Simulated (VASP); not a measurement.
A run of VASP 6.6.1 is set up as follows.

Contents of INCAR:

```
SYSTEM = Si4C
PREC = Accurate
ENCUT = 600
EDIFF = 1E-7
ISMEAR = 0
SIGMA = 0.1
LREAL = .False.
LASPH = .True.
NELM = 60
ALGO = Normal
ISIF = 3
LWAVE = .False.
LCHARG = .False.
GGA = PE
IBRION = 2
NSW = 100
EDIFFG = -0.01
```

The input KPOINTS:

```
regular mesh
0
Gamma
  10 10 10
  0 0 0
```

The input POSCAR:

```
Si4C
1.0
   -2.6035385100      2.6035385100      2.6035385100
    2.6035385100     -2.6035385100      2.6035385100
    2.6035385100      2.6035385100     -2.6035385100
Si C
4 1
Direct
    0.5000000000      0.5000000000      0.5000000000
    0.5000000000      0.0000000000      0.0000000000
    0.0000000000      0.0000000000      0.5000000000
    0.0000000000      0.5000000000      0.0000000000
    0.0000000000      0.0000000000      0.0000000000
```

Potentials or basis: VASP PAW PBE potentials, release 64 (Si, C).

Launch:

```console
$ cat potpaw_PBE.64/Si/POTCAR potpaw_PBE.64/C/POTCAR > POTCAR
$ mpirun -np 1 vasp_std > vasp.out
```

Problem. Estimate the relaxed volume.

Solution. 13.70 Å³/atom.

Problem. Estimate the band gap on the k mesh.

Solution. None (metal or under the smearing width).

Problem. What does it give for the relaxed cell?

Solution. a = 4.464 Å, b = 4.464 Å, c = 4.464 Å, α = 109.47°, β = 109.47°, γ = 109.47°.

Problem. Predict the space group after relaxing (to 0.05 Å).

Solution. Im-3m (No. 229).

Final structure:
```cif
data_structure
_symmetry_space_group_name_H-M 'P 1'
_symmetry_Int_Tables_number 1
_cell_length_a 4.4642
_cell_length_b 4.4642
_cell_length_c 4.4642
_cell_angle_alpha 109.471
_cell_angle_beta 109.471
_cell_angle_gamma 109.471
_cell_volume 68.49
loop_
_atom_site_label
_atom_site_type_symbol
_atom_site_fract_x
_atom_site_fract_y
_atom_site_fract_z
_atom_site_occupancy
Si1 Si 0.50000 0.50000 0.50000 1
Si2 Si 0.50000 0.00000 0.00000 1
Si3 Si 0.00000 0.00000 0.50000 1
Si4 Si 0.00000 0.50000 0.00000 1
C1 C 0.00000 0.00000 0.00000 1
```
